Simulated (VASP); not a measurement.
An input for Ansatz (written as the equivalent of a VASP run, and not itself run):

Ansatz 0.2 input:
```yaml
crystal:
  lattice:
    - [0.0000000, 2.2610958, 2.2610958]
    - [2.2610958, 0.0000000, 2.2610958]
    - [9.0430530, 9.0430530, 0.0013300]
  atoms:
    - { symbol: Hf, position: [0.0014368, 0.0014368, 0.9989224] }
    - { symbol: Hf, position: [0.9973325, 0.9973325, 0.2520007] }
    - { symbol: Hf, position: [0.0026675, 0.0026675, 0.4979993] }
    - { symbol: Hf, position: [0.9985632, 0.9985632, 0.7510776] }
    - { symbol: N, position: [0.4943628, 0.4943628, 0.1292279] }
    - { symbol: N, position: [0.5000000, 0.5000000, 0.3750000] }
    - { symbol: N, position: [0.5056372, 0.5056372, 0.6207721] }
    - { symbol: C, position: [0.5000000, 0.5000000, 0.8750000] }
kpoints:
  mp_grid: { grid: [13, 13, 4] }
hamiltonian:
  xc: pbesol
  pseudopotentials: { kind: paw }
scf:
  occupations: { method: tetrahedron }
  max_iter: 100
output: { forces: true, stress: true, eigenvalues: true }
```

Question: Write the VASP files for the same calculation (PBEsol).

Answer: This is not unique; one that fits is 
### INCAR
```
# general
SYSTEM =Hf4CN3
PREC   =Accurate
ENCUT  =520
LREAL  =.FALSE.   # projection in real space or not
LASPH  =.TRUE.

# electronic loop
EDIFF  =1E-7   # SCF stop (eV)
NELM   =100   # most electronic steps
ALGO   =Normal   # blocked Davidson
LMAXMIX=6   # l cut-off of mixed one-centre charges

# smearing
ISMEAR =-5   # tetrahedra, Bloechl

# functional
GGA    =PS   # PBEsol

# ions
ISIF   =2

# output
LWAVE  =.FALSE.
LCHARG =.TRUE.
LORBIT =11
NEDOS  =601   # DOS grid
```

### POSCAR
```
Hf4CN3
9.0430530
  0.0000000000   0.2500367697   0.2500367697
  0.2500367697   0.0000000000   0.2500367697
  0.9999999991   0.9999999991   0.0001470797
Hf N C
4 3 1
Cartesian
  0.9992816599   0.9992816599   0.0008654191
  0.5013704402   0.5013704402   0.4987766387
  0.4986663289   0.4986663289   0.0014072106
  1.0007551083   1.0007551083   0.4994655099
  0.2528368020   0.2528368020   0.2472367374
  0.5000183845   0.5000183845   0.2500919246
  0.7471999671   0.7471999671   0.2529471119
  1.0000183841   1.0000183841   0.2501654645
```

File KPOINTS:
```
kpoints
0
gamma
  13 13 4
0 0 0
```

POTCAR, in this order: Hf_pv N C (PBE.64 set). Program: vasp_std.

The two are equivalent in intent, not identical: each code has its own PAW files, so the cut-off isn't converted (ENCUT is set for VASP's; basis.ecutwfc is left out, and Ansatz then takes the one that its files recommend); Ansatz stops its SCF on the density residual and VASP on the energy change (EDIFF).

The structure was generated: Hf4CN3 was put into an ordered model structure (R-3m), which need not be its known phase. It was relaxed first.
